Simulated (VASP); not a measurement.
Level of theory: PBE GGA, VASP's PBE PAW potentials (set 64) (plane waves; VASP).

Input for VASP

### KPOINTS
```
k-points along high-symmetry lines
15
Line-mode
Reciprocal
  0.000000   0.000000   0.000000 ! GAMMA
 -0.500000  -0.500000   0.000000 ! X

 -0.500000  -0.500000   0.000000 ! X
 -0.375000  -0.375000   0.250000 ! U

 -0.375000  -0.000000   0.375000 ! K
  0.000000   0.000000   0.000000 ! GAMMA

  0.000000   0.000000   0.000000 ! GAMMA
  0.000000   0.000000   0.500000 ! L

  0.000000   0.000000   0.500000 ! L
 -0.500000  -0.250000   0.250000 ! W

 -0.500000  -0.250000   0.250000 ! W
 -0.500000  -0.500000   0.000000 ! X
```

**INCAR**
```
SYSTEM=CdS
PREC=Accurate; ENCUT=520; LREAL=.False.
LASPH=.True.; ICHARG=11
EDIFF=1E-6; NELM=100; ALGO=Normal
LMAXMIX=4
ISMEAR=0; SIGMA=0.05
GGA=PE
LWAVE=.False.; LCHARG=.False.
```

**POSCAR**
```
CdS
1.0
  0.0000000000   2.9683661229   2.9683661229
  2.9683661229   0.0000000000   2.9683661229
  2.9683661229   2.9683661229   0.0000000000
Cd S
1 1
Cart
  0.0000000000   0.0000000000   0.0000000000
  1.4841830615   1.4841830615   1.4841830615
```

POTCAR, in this order: Cd S (PBE.64 set). Program: vasp_std. Read from the step before: CHGCAR.

The resulting files:

### OUTCAR
```
 ion  position               nearest neighbor table
   1  0.000  0.000  0.000-   2 2.57   2 2.57   2 2.57   2 2.57
   2  0.250  0.250  0.250-   1 2.57   1 2.57   1 2.57   1 2.57
  LATTYP: Found a face centered cubic cell.
 ALAT       =     5.9367322458
 Subroutine PRICEL returns:
 Original cell was already a primitive cell.
 Subroutine GETGRP returns: Found 24 space group operations
The static configuration has the point symmetry T_d .
The dynamic configuration has the point symmetry T_d .
 Subroutine INISYM returns: Found 24 space group operations
   k-points           NKPTS =     90   k-points in BZ     NKDIM =     90   number of bands    NBANDS=     13
   number of dos      NEDOS =    301   number of ions     NIONS =      2
   total plane-waves  NPLWV =  32768
   dimension x,y,z NGX =    32 NGY =   32 NGZ =   32
   dimension x,y,z NGXF=    64 NGYF=   64 NGZF=   64
   ions per type =               1   1
   PREC   = accura    normal or accurate (medium, high low for compatibility)
   ISTART =      0    job   : 0-new  1-cont  2-samecut
   ICHARG =     11    charge: 1-file 2-atom 10-const
   ISPIN  =      1    spin polarized calculation?
   LNONCOLLINEAR =      F non collinear calculations
   LSORBIT =      F    spin-orbit coupling
   INIWAV =      1    electr: 0-lowe 1-rand  2-diag
   ENCUT  =  520.0 eV  38.22 Ry    6.18 a.u.   7.81  7.81  7.81*2*pi/ulx,y,z
   NELM   =    100;   NELMIN=  2; NELMDL= -5     # of ELM steps
   EDIFF  = 0.1E-05   stopping-criterion for ELM
   LREAL  =      F    real-space projection
   NLSPLINE    = F    spline interpolate recip. space projectors
   LMAXMIX     =    4 max onsite mixed and CHGCAR
   VOSKOWN=      0    Vosko Wilk Nusair interpolation
   EDIFFG = 0.1E-04   stopping-criterion for IOM
   NSW    =      0    number of steps for IOM
   NBLOCK =      1;   KBLOCK =      1    inner block; outer block
   IBRION =     -1    ionic relax: 0-MD 1-quasi-New 2-CG
   NFREE  =      0    steps in history (QN), initial steepest desc. (CG)
   ISIF   =      2    stress and relaxation
   ISYM   =      2    0-nonsym 1-usesym 2-fastsym
   TEIN   =    0.0    initial temperature
   TEBEG  =    0.0;   TEEND  =   0.0 temperature during run
...
```

**OSZICAR**
```
       N       E                     dE             d eps       ncg     rms          rms(c)
DAV:   1     0.108758837448E+03    0.10876E+03   -0.92772E+03  2388   0.126E+03
DAV:   2    -0.816159893937E+00   -0.10957E+03   -0.10491E+03  2790   0.296E+02
DAV:   3    -0.538586076832E+01   -0.45697E+01   -0.45274E+01  2715   0.624E+01
DAV:   4    -0.541875525939E+01   -0.32894E-01   -0.32888E-01  2710   0.519E+00
DAV:   5    -0.541923421148E+01   -0.47895E-03   -0.47895E-03  2790   0.600E-01
DAV:   6    -0.541924457357E+01   -0.10362E-04   -0.10362E-04  2725   0.824E-02
DAV:   7    -0.541924484993E+01   -0.27635E-06   -0.27631E-06  2780   0.123E-02
   1 F= -.54192448E+01 E0= -.54192448E+01  d E =-.652910E-16
```

File OUTCAR:
```
 val. band max:        0.8770383058   @ k =   0.0000   0.0000   0.0000

 cond. band min:       1.9087563300   @ k =   0.0000   0.0000   0.0000



 k-point     1 :       0.0000    0.0000    0.0000
  band No.  band energies     occupation
      1     -11.1826      2.00000
      2      -6.6763      2.00000
      3      -6.6763      2.00000
      4      -6.6763      2.00000
      5      -6.2654      2.00000
      6      -6.2654      2.00000
      7       0.8770      2.00000
      8       0.8770      2.00000
      9       0.8770      2.00000
     10       1.9088      0.00000
     11       7.4271      0.00000
     12       7.4271      0.00000
     13       7.4271      0.00000

 k-point     2 :      -0.0357   -0.0357    0.0000
  band No.  band energies     occupation
      1     -11.1763      2.00000
      2      -6.6730      2.00000
      3      -6.6730      2.00000
      4      -6.6728      2.00000
      5      -6.2666      2.00000
      6      -6.2645      2.00000
      7       0.7252      2.00000
      8       0.8509      2.00000
      9       0.8509      2.00000
     10       2.0714      0.00000
     11       7.3586      0.00000
     12       7.4634      0.00000
     13       7.4634      0.00000

 k-point     3 :      -0.0714   -0.0714    0.0000
  band No.  band energies     occupation
      1     -11.1578      2.00000
      2      -6.6635      2.00000
      3      -6.6635      2.00000
      4      -6.6623      2.00000
      5      -6.2702      2.00000
      6      -6.2617      2.00000
      7       0.4090      2.00000
      8       0.7750      2.00000
      9       0.7750      2.00000
     10       2.4184      0.00000
     11       7.1716      0.00000
     12       7.5700      0.00000
     13       7.5700      0.00000

 k-point     4 :      -0.1071   -0.1071    0.0000
  band No.  band energies     occupation
      1     -11.1279      2.00000
      2      -6.6478      2.00000
      3      -6.6478      2.00000
      4      -6.6444      2.00000
...
```

The density is held fixed in this step, so its total energy and stress have no physical meaning.

The compound is CdS in the zinc blende structure, a metastable form; wurtzite is the usual one. It was relaxed first, which changed the volume by +6 %.
